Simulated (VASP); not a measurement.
# SiBr (P6_3mc) in VASP: optical spectrum with BEEF-vdW

Aim: the optical spectrum of SiBr with BEEF-vdW.

Everything below comes from runs of VASP 6.6.1. Logs are shortened: lines on timing, memory, paths and dates and some standing lists are left out, and cuts for length are marked.

## (1) The undisturbed crystal

Symmetry: P6_3mc, No. 186, hexagonal system. Conventional cell: a = 3.332 Å, b = 3.332 Å, c = 10.320 Å, α = 90.00°, β = 90.00°, γ = 120.00°. Si (site symmetry 3m) is surrounded by 3 Br at 2.72 Å. Around Br (site symmetry 3m) lie 3 Si at 2.72 Å.

The cell was built by a generator and needn't be a form met in nature.

## (2) Optical spectrum, BEEF-vdW, spin-orbit coupling, no magnetisation (volume scaled by 0.88)

Input file INCAR:

```
PREC = Accurate
ENCUT = 550
EDIFF = 1E-7
ISMEAR = 0
SIGMA = 0.1
LREAL = F
LASPH = T
NELM = 100
ALGO = Normal
ISIF = 2
LWAVE = F
LCHARG = F
MAGMOM = 0 0 0 0 0 0 0 0 0 0 0 0
LORBIT = 11
LSORBIT = T
GGA_COMPAT = F
GGA = BF
LUSE_VDW = T
ZAB_VDW = -1.8867
LOPTICS = T
NBANDS = 118
NEDOS = 2000
CSHIFT = 0.1
```

Input file KPOINTS:

```
regular mesh
0
Gamma
  7 7 3
```

Input file POSCAR:

```
SiBr
1.0
    3.1930980211      0.0000000000      0.0000000000
   -1.5965490106      2.7653008906      0.0000000000
    0.0000000000      0.0000000000      9.8896918246
Si Br
2 2
Cartesian
   -0.0000159655      1.8435431447      3.3957245849
    1.5965649760      0.9217577459      8.3405704972
   -0.0000159655      1.8435431447      0.2945150225
    1.5965649760      0.9217577459      5.2393609348
```

Potentials or basis: VASP PAW PBE potentials, release 64 (Si_GW, Br_GW).

Started as:

```sh
$ cat potpaw_PBE.64/Si_GW/POTCAR potpaw_PBE.64/Br_GW/POTCAR > POTCAR
$ mpirun -np 1 vasp_ncl > vasp.out
```

OUTCAR:

```text
PREC = Accurate
   ENCUT = 550
   EDIFF = 1E-7
   ISMEAR = 0
   LREAL = F
   LASPH = T
   NELM = 100
   ISIF = 2
   LORBIT = 11
   LSORBIT = T
   GGA = BF

 ion  position               nearest neighbor table
   1  0.333  0.667  0.343-   4 2.61   4 2.61   4 2.61
   2  0.667  0.333  0.843-   3 2.61   3 2.61   3 2.61
   3  0.333  0.667  0.030-   2 2.61   2 2.61   2 2.61
   4  0.667  0.333  0.530-   1 2.61   1 2.61   1 2.61

  LATTYP: Found a hexagonal cell.
 ALAT       =     3.1930980211
 C/A-ratio  =     3.0972089674

  Lattice vectors:

 A1 = (   3.1930980211,   0.0000000000,   0.0000000000)
 A2 = (  -1.5965490106,   2.7653008906,   0.0000000000)
 A3 = (   0.0000000000,   0.0000000000,   9.8896918246)

Analysis of symmetry for initial positions (statically):
=====================================================================
 Subroutine PRICEL returns:
 Original cell was already a primitive cell.

 Routine SETGRP: Setting up the symmetry group for a
 hexagonal supercell.

 Subroutine GETGRP returns: Found  4 space group operations
 (whereof  2 operations were pure point group operations)
 out of a pool of 24 trial point group operations.

The static configuration has the point symmetry C_1h.
 The point group associated with its full space group is C_2v.

Analysis of symmetry for dynamics (positions and initial velocities):
=====================================================================
 Subroutine PRICEL returns:
 Original cell was already a primitive cell.

 Routine SETGRP: Setting up the symmetry group for a
 hexagonal supercell.

 Subroutine GETGRP returns: Found  4 space group operations
 (whereof  2 operations were pure point group operations)
 out of a pool of 24 trial point group operations.

The dynamic configuration has the point symmetry C_1h.
 The point group associated with its full space group is C_2v.

Analysis of structural, dynamic, and magnetic symmetry:
=====================================================================
 Subroutine PRICEL returns:
 Original cell was already a primitive cell.

 Routine SETGRP: Setting up the symmetry group for a
 hexagonal supercell.

 Subroutine GETGRP returns: Found  4 space group operations
 (whereof  2 operations were pure point group operations)
 out of a pool of 24 trial point group operations.

The overall configuration has the point symmetry C_1h.
 The point group associated with its full space group is C_2v.

 Subroutine INISYM returns: Found  4 space group operations
 (whereof  2 operations are pure point group operations),
 and found     1 'primitive' translations

----------------------------------------------------------------------------------------

                                     Primitive cell

  volume of cell :      87.3248

  direct lattice vectors                    reciprocal lattice vectors
     3.193098021  0.000000000  0.000000000     0.313175478  0.180812150  0.000000000
    -1.596549011  2.765300891  0.000000000     0.000000000  0.361624300  0.000000000
     0.000000000  0.000000000  9.889691825     0.000000000  0.000000000  0.101115385

  length of vectors
     3.193098021  3.193095326  9.889691825     0.361623995  0.361624300  0.101115385

  position of ions in fractional coordinates (direct lattice)
     0.333330000  0.666670000  0.343360000
     0.666670000  0.333330000  0.843360000
[... 1060 lines left out ...]
      1.59656      0.92176      5.23936        -0.000015      0.000009      0.749794
 -----------------------------------------------------------------------------------
    total drift:                                0.000000      0.000000     -0.000248

  FREE ENERGIE OF THE ION-ELECTRON SYSTEM (eV)
  ---------------------------------------------------
  free  energy   TOTEN  =        -5.8500971618 eV

  energy  without entropy=       -5.8467571173  energy(sigma->0) =       -5.84842714

Total vdW correction in eV:      2.9076361

 electrical conductivity sigma (Mega S m-1) (frequency dependency in vasprun.xml)
  --------------------------------------------------------------------------------------
       0.059      -0.000       0.000
      -0.000       0.059       0.000
       0.000       0.000       0.002

  frequency dependent IMAGINARY DIELECTRIC FUNCTION (independent particle, no local field effects) density-density
     E(ev)      X         Y         Z        XY        YZ        ZX
  --------------------------------------------------------------------------------------------------------------
     0.00000     0.00000     0.00000     0.00000     0.00000     0.00000     0.00000
     0.59897    14.96599    14.96534     1.49648    -0.00053    -0.00000     0.00000
     1.19794    10.76183    10.76117     4.55464    -0.00055    -0.00000    -0.00000
     1.79690     7.06383     7.06431     2.95687     0.00043    -0.00000    -0.00000
     2.39587    10.12274    10.12263    17.14229    -0.00008     0.00000     0.00000
     2.99484    11.56482    11.56492     6.70367     0.00011     0.00000    -0.00000
[... 92 lines left out ...]
    58.69887     0.00033     0.00033     0.00034    -0.00000     0.00000    -0.00000
    59.29784     0.00032     0.00032     0.00033    -0.00000     0.00000    -0.00000

  frequency dependent      REAL DIELECTRIC FUNCTION (independent particle, no local field effects) density-density
     E(ev)        X           Y           Z          XY          YZ          ZX
  --------------------------------------------------------------------------------------------------------------
     0.00000    23.42349    23.42311    15.95682    -0.00028    -0.00000    -0.00000
     0.59897    22.24092    22.24016    17.51773    -0.00062     0.00000    -0.00000
     1.19794    14.47955    14.48088    10.62978     0.00118    -0.00000     0.00000
     1.79690     4.56760     4.56711    19.51022    -0.00042    -0.00000     0.00000
     2.39587     6.78795     6.78788     5.90257    -0.00005     0.00000     0.00000
     2.99484     0.27809     0.27829     7.26544     0.00017     0.00000     0.00000
[... 92 lines left out ...]
    58.69887     0.90833     0.90833     0.90418     0.00000     0.00000     0.00000
    59.29784     0.91027     0.91027     0.90619     0.00000     0.00000     0.00000

  frequency dependent IMAGINARY DIELECTRIC FUNCTION (independent particle, no local field effects) current-current
     E(ev)      X         Y         Z        XY        YZ        ZX
  --------------------------------------------------------------------------------------------------------------
     0.00000   151.80319   151.80063   100.12974    -0.00193    -0.00000    -0.00000
     0.59897    21.98066    21.97969     7.09856    -0.00080     0.00000    -0.00000
     1.19794    12.98867    12.98831     5.90402    -0.00029    -0.00000     0.00000
     1.79690     7.39622     7.39661     5.09025     0.00036     0.00000     0.00000
     2.39587    10.55640    10.55627    17.28966    -0.00009    -0.00000    -0.00000
     2.99484    11.40199    11.40211     7.06802     0.00012    -0.00000    -0.00000
[... 92 lines left out ...]
    58.69887     0.00002     0.00002     0.00002    -0.00000    -0.00000     0.00000
    59.29784     0.00002     0.00002     0.00002    -0.00000    -0.00000     0.00000

  frequency dependent      REAL DIELECTRIC FUNCTION (independent particle, no local field effects) current-current
     E(ev)        X           Y           Z          XY          YZ          ZX
  --------------------------------------------------------------------------------------------------------------
     0.00000    22.51664    22.51629    15.74368    -0.00026     0.00000     0.00000
     0.59897    16.17610    16.17561    17.08788    -0.00040     0.00000     0.00000
     1.19794    12.86689    12.86833     9.96484     0.00127    -0.00000    -0.00000
     1.79690     3.98732     3.98677    19.28732    -0.00047     0.00000    -0.00000
     2.39587     5.94509     5.94503     4.43207    -0.00004    -0.00000    -0.00000
     2.99484    -0.50642    -0.50622     6.87860     0.00017    -0.00000    -0.00000
[... 92 lines left out ...]
    58.69887     0.90836     0.90836     0.90420     0.00000    -0.00000    -0.00000
    59.29784     0.91031     0.91031     0.90621     0.00000    -0.00000    -0.00000

 Spin-Orbit-Coupling matrix elements

 Ion:    1  E_soc:     -0.0001588
 l=   1
     0.0000000    -0.0000181    -0.0000424
    -0.0000181     0.0000000    -0.0000181
    -0.0000424    -0.0000181     0.0000000
 l=   2
     0.0000000    -0.0000001     0.0000000    -0.0000001    -0.0000002
    -0.0000001     0.0000000    -0.0000001    -0.0000001    -0.0000001
     0.0000000    -0.0000001     0.0000000    -0.0000001     0.0000000
    -0.0000001    -0.0000001    -0.0000001     0.0000000    -0.0000001
    -0.0000002    -0.0000001     0.0000000    -0.0000001     0.0000000
 l=   3
     0.0000000     0.0000000     0.0000000     0.0000000     0.0000000     0.0000000     0.0000000
     0.0000000     0.0000000     0.0000000     0.0000000     0.0000000     0.0000000     0.0000000
     0.0000000     0.0000000     0.0000000     0.0000000     0.0000000     0.0000000     0.0000000
     0.0000000     0.0000000     0.0000000     0.0000000     0.0000000     0.0000000     0.0000000
[... 49 lines left out ...]
 l=   2
     0.0000000    -0.0000012     0.0000000    -0.0000012    -0.0000050
    -0.0000012     0.0000000    -0.0000048     0.0000000    -0.0000012
     0.0000000    -0.0000048     0.0000000    -0.0000048     0.0000000
    -0.0000012     0.0000000    -0.0000048     0.0000000    -0.0000012
    -0.0000050    -0.0000012     0.0000000    -0.0000012     0.0000000
 l=   3
     0.0000000     0.0000000     0.0000000     0.0000000     0.0000000     0.0000000     0.0000000
     0.0000000     0.0000000     0.0000000     0.0000000     0.0000000     0.0000000     0.0000000
     0.0000000     0.0000000     0.0000000     0.0000000     0.0000000     0.0000000     0.0000000
     0.0000000     0.0000000     0.0000000     0.0000000     0.0000000     0.0000000     0.0000000
     0.0000000     0.0000000     0.0000000     0.0000000     0.0000000     0.0000000     0.0000000
     0.0000000     0.0000000     0.0000000     0.0000000     0.0000000     0.0000000     0.0000000
     0.0000000     0.0000000     0.0000000     0.0000000     0.0000000     0.0000000     0.0000000

 total charge

# of ion       s       p       d       tot
------------------------------------------
    1        0.943   0.532   0.051   1.526
    2        0.943   0.532   0.051   1.526
    3        1.643   3.204   0.056   4.903
    4        1.643   3.204   0.056   4.903
--------------------------------------------------
tot          5.172   7.472   0.213  12.858

 magnetization (x)

# of ion       s       p       d       tot
------------------------------------------
    1        0.000   0.000   0.000   0.000
    2       -0.000  -0.000  -0.000  -0.000
    3       -0.000  -0.000   0.000  -0.000
    4        0.000   0.000  -0.000   0.000
--------------------------------------------------
tot          0.000   0.000   0.000   0.000

 magnetization (y)

# of ion       s       p       d       tot
------------------------------------------
    1        0.000   0.000   0.000   0.000
    2       -0.000  -0.000  -0.000  -0.000
    3       -0.000  -0.000   0.000  -0.000
    4        0.000   0.000  -0.000   0.000
--------------------------------------------------
tot          0.000   0.000  -0.000   0.000

 magnetization (z)

# of ion       s       p       d       tot
------------------------------------------
    1        0.000   0.000   0.000   0.000
    2        0.000   0.000   0.000   0.000
    3        0.000   0.000   0.000   0.000
    4        0.000   0.000   0.000   0.000
--------------------------------------------------
tot          0.000   0.000   0.000   0.000
```

Run time: 12 min. Hardware: 1 thread of Intel Xeon 6975P-C (Granite Rapids), shared host; peak memory 1.3 GiB.

What came out:

| Property | Result |
| --- | --- |
| Free energy | -5.8501 eV |
| Pressure | 7.8 GPa |
| Largest force | 0.750 eV/Å |
| Valence electrons inside the program's atomic spheres | Si 1.53; Br 4.90 |

Forces in eV/Å, atoms in the order of the input:
```
Si   0.000  0.000 -0.750
Si   0.000  0.000 -0.750
Br   0.000  0.000  0.750
Br   0.000  0.000  0.750
```

Dielectric function (mean over the directions given):
```
energy (eV)  real part  imaginary part
       0.27      22.14            1.55
       0.72      16.98            9.87
       1.26      14.25            8.56
       1.71       7.15            7.02
       2.25      11.04           14.60
       2.79       6.45           13.00
       3.23       6.23            8.11
       3.77       5.56           10.36
       4.22       2.70            8.69
       4.76       1.51            8.42
       5.30       0.69           10.16
       5.75      -0.92            7.40
       6.29      -1.18            7.03
       6.83      -2.77            5.06
       7.28      -0.64            4.55
       7.82      -1.32            4.27
       8.27      -1.79            4.08
       8.80      -2.25            2.66
       9.34      -1.14            1.95
       9.79       0.00            2.45
      10.33      -0.61            2.92
      10.78      -1.07            2.27
      11.32      -0.99            2.08
      11.86      -1.03            1.89
      12.31      -1.20            1.63
      12.85      -0.79            1.11
      13.39      -0.75            1.38
      13.84      -0.87            0.93
      14.38      -0.44            0.82
      14.82      -0.44            0.79
      15.36      -0.21            0.82
      15.90      -0.36            0.77
      16.35      -0.30            0.65
      16.89      -0.21            0.59
      17.34      -0.16            0.55
      17.88      -0.10            0.50
      18.42      -0.05            0.43
      18.87       0.02            0.42
      19.41      -0.01            0.39
      19.95       0.09            0.32
```

Caveat: spectra need much finer meshes, so this one isn't converged; independent-particle spectra lack excitons; the PAW data sets were made with another functional, which shifts forces and pressure a little.

## (3) For comparison

An earlier run on the cell as given: functional PBE; potentials or basis VASP PAW PBE potentials, release 64 (Si, Br); cutoff 520 eV; k mesh 9 × 9 × 3; occupations fermi-dirac, width 0.05 eV; no spin polarisation.

- Pressure: 0.0 GPa
- Band gap on the k mesh: none (metal or under the smearing width)
